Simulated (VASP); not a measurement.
Method: r2SCAN meta-GGA, VASP's PBE PAW potentials (set 64) (plane waves; VASP 6.6.1).

VASP input:

### POSCAR
```
C
1.0
  2.4576940798   0.0000000000   0.0000000000
 -1.2288470399   2.1284253515   0.0000000000
  0.0000000000   0.0000000000  13.1849569261
C
2
Cartesian
  1.2288482687   0.7094744077   6.5926746565
 -0.0000012288   1.4189509438   6.5922822696
```

KPOINTS:
```
Automatic mesh
0
Gamma
15 15 1
0 0 0
```

### INCAR
```
! general
SYSTEM  = C
PREC    = Accurate
ENCUT   = 520
LREAL   = .FALSE.
LASPH   = .TRUE.

! electronic loop
EDIFF   = 1E-6
NELM    = 100
ALGO    = Normal
LMIXTAU = .TRUE.

! smearing
ISMEAR  = 1
SIGMA   = 0.1

! functional
METAGGA = R2SCAN

! ions
IBRION  = 2
NSW     = 60
ISIF    = 4
EDIFFG  = -0.01

! output
LWAVE   = .FALSE.
LCHARG  = .FALSE.
```

POTCAR, in this order: C (PBE.64 set). Program: vasp_std.

Output of the run:

OSZICAR:
```
       N       E                     dE             d eps       ncg     rms          rms(c)
DAV:   1     0.458721324676E+02    0.45872E+02   -0.35695E+03   440   0.747E+02
DAV:   2    -0.194288863250E+02   -0.65301E+02   -0.56506E+02   600   0.141E+02
DAV:   3    -0.228034674142E+02   -0.33746E+01   -0.33765E+01   600   0.459E+01
DAV:   4    -0.228290777190E+02   -0.25610E-01   -0.25610E-01   728   0.414E+00
DAV:   5    -0.228290948229E+02   -0.17104E-04   -0.17104E-04   560   0.124E-01    0.585E+00
DAV:   6    -0.212477403996E+02    0.15814E+01   -0.10368E+00   536   0.777E+00    0.430E+00
DAV:   7    -0.194222441261E+02    0.18255E+01   -0.23505E-01   672   0.457E+00    0.106E+00
DAV:   8    -0.202872172481E+02   -0.86497E+00   -0.67452E-01   592   0.628E+00    0.111E+00
DAV:   9    -0.202549252936E+02    0.32292E-01   -0.25409E-02   576   0.150E+00    0.398E-01
DAV:  10    -0.197947231227E+02    0.46020E+00   -0.13971E-01   568   0.303E+00    0.221E-01
DAV:  11    -0.197778786341E+02    0.16844E-01   -0.18310E-03   456   0.450E-01    0.255E-01
DAV:  12    -0.197905597652E+02   -0.12681E-01   -0.73915E-03   528   0.837E-01    0.487E-01
DAV:  13    -0.198176017999E+02   -0.27042E-01   -0.15095E-02   512   0.107E+00    0.650E-01
DAV:  14    -0.198551577167E+02   -0.37556E-01   -0.22631E-02   432   0.103E+00    0.338E-01
DAV:  15    -0.198719345303E+02   -0.16777E-01   -0.11275E-02   496   0.141E+00    0.147E-01
DAV:  16    -0.198486948801E+02    0.23240E-01   -0.26128E-03   520   0.798E-01    0.363E-01
DAV:  17    -0.198183504976E+02    0.30344E-01   -0.11560E-02   432   0.115E+00    0.423E-01
DAV:  18    -0.198325007456E+02   -0.14150E-01   -0.37086E-03   448   0.764E-01    0.262E-01
DAV:  19    -0.198357695902E+02   -0.32688E-02   -0.59884E-04   552   0.326E-01    0.138E-01
DAV:  20    -0.198369299840E+02   -0.11604E-02   -0.50046E-04   448   0.357E-01    0.395E-02
DAV:  21    -0.198400964899E+02   -0.31665E-02   -0.95716E-04   512   0.352E-01    0.136E-02
DAV:  22    -0.198397063518E+02    0.39014E-03   -0.54636E-05   448   0.898E-02    0.101E-02
DAV:  23    -0.198395172212E+02    0.18913E-03   -0.49019E-05   432   0.867E-02    0.112E-02
DAV:  24    -0.198396299966E+02   -0.11278E-03   -0.14044E-05   432   0.499E-02    0.800E-03
DAV:  25    -0.198397167424E+02   -0.86746E-04   -0.16547E-05   560   0.354E-02    0.313E-03
DAV:  26    -0.198397194213E+02   -0.26789E-05   -0.34547E-07   568   0.878E-03    0.231E-03
DAV:  27    -0.198397188324E+02    0.58888E-06   -0.11565E-07   496   0.599E-03
   1 F= -.19839719E+02 E0= -.19839552E+02  d E =-.198397E+02
```

File OUTCAR:
```
------------------------ aborting loop because EDIFF is reached ----------------------------------------
  FORCE on cell =-STRESS in cart. coord.  units (eV):
  Direction    XX          YY          ZZ          XY          YZ          ZX
  --------------------------------------------------------------------------------------
  Total        0.0131771      0.0131771     -0.0121153      0.0000000      0.0000000      0.0000000
  in kB        0.3061016      0.3061015     -0.2814363      0.0000000      0.0000000      0.0000000
  external PRESSURE =       0.1102556 kB  Pullay stress =       0.0000000 kB
  volume of cell :       68.97
      direct lattice vectors                 reciprocal lattice vectors
     2.457694080  0.000000000  0.000000000     0.406885466  0.234915450  0.000000000
    -1.228847040  2.128425351  0.000000000     0.000000000  0.469830901  0.000000000
     0.000000000  0.000000000 13.184956926     0.000000000  0.000000000  0.075844010
 POSITION                                       TOTAL-FORCE (eV/Angst)
 -----------------------------------------------------------------------------------
      1.22885      0.70947      6.59267         0.000000      0.000000     -0.006825
     -0.00000      1.41895      6.59228        -0.000000      0.000000      0.006825
 -----------------------------------------------------------------------------------
    total drift:                                0.000000      0.000000      0.000000
  FREE ENERGIE OF THE ION-ELECTRON SYSTEM (eV)
  ---------------------------------------------------
  free  energy   TOTEN  =       -19.8397188324 eV

  energy  without entropy=      -19.8392173306  energy(sigma->0) =      -19.83955167

 reached required accuracy - stopping structural energy minimisation
```
(Selected blocks of OUTCAR.)

The cell holds a wide vacuum, so values per volume refer to the whole cell.

The cell is a sheet with vacuum, built from a generated structure.
